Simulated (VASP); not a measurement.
Level of theory: PBEsol GGA, VASP's PBE PAW potentials (set 64) (plane waves; VASP).

The input files of a VASP run:

POSCAR:
```
SrVO3
1
    3.8400000000     0.0000000000     0.0000000000
    0.0000000000     3.8400000000     0.0000000000
    0.0000000000     0.0000000000     3.8400000000
Sr V O
1 1 3
Direct
  0.0011450000  -0.0152460000   0.0187860000
  0.4861810000   0.5113390000   0.5016580000
  0.4666940000   0.0037780000   0.4848350000
  0.0298700000   0.4967030000   0.4984820000
  0.5161090000   0.5034260000  -0.0037610000
```

**KPOINTS**
```
Automatic
0
Gamma
4 4 4
0 0 0
```

**INCAR**
```
SYSTEM = SrVO3
PREC = Accurate
ENCUT = 400
EDIFF = 1E-6
NELM = 100
ALGO = Normal
LREAL = .FALSE.
LASPH = .TRUE.
ISMEAR = -1
SIGMA = 0.05
GGA = PS
LMAXMIX = 4
LWAVE = .FALSE.
LCHARG = .FALSE.
ISIF = 3
IBRION = 2
NSW = 50
EDIFFG = -0.01
```

POTCAR, in this order: Sr_sv V_sv O (PBE.64 set). Program: vasp_std.

At this cut-off the stress carries a Pulay error, which pulls relaxed volumes low. Energy and stress use the plane-wave basis of the starting cell.

Q: What does the run give for the energy per atom (σ→0), volume per atom, band gap (on the k-mesh)?

A: 
- energy per atom (σ→0): -8.270 eV/atom
- band gap (on the k-mesh): none (metal, semimetal or under 0.01 eV)
- volume per atom: 10.90 Å³/atom

File OSZICAR:
```
...
       N       E                     dE             d eps       ncg     rms          rms(c)
DAV:   1    -0.413696034631E+02   -0.21914E-03   -0.17813E-02  1728   0.149E+00    0.157E-01
DAV:   2    -0.413694622793E+02    0.14118E-03   -0.11250E-03  1848   0.326E-01    0.543E-02
DAV:   3    -0.413694299770E+02    0.32302E-04   -0.19427E-04  2104   0.111E-01    0.396E-02
DAV:   4    -0.413694163861E+02    0.13591E-04   -0.52824E-05  2264   0.736E-02    0.177E-02
DAV:   5    -0.413694151235E+02    0.12626E-05   -0.84145E-06  2296   0.240E-02    0.117E-02
DAV:   6    -0.413694151187E+02    0.48267E-08   -0.19118E-06  1096   0.102E-02
  14 F= -.41369415E+02 E0= -.41348245E+02  d E =-.310079E-04
```

The structure is a typed SrVO3 crystal. In the starting cell atoms are displaced from their ideal sites. This run relaxes it. The k-mesh is coarse (spacing up to 0.41 per Å, 2π included), so the numbers may not be converged in it. The run is one of a series of settings (EDIFFG = -0.01, IBRION = 2, ISIF = 3, NSW = 50 against the base run), some of them coarse on purpose. The run is not spin-polarised, so no magnetic state was tried. The electron count is odd and the run is not spin-polarised, which forces a metal.
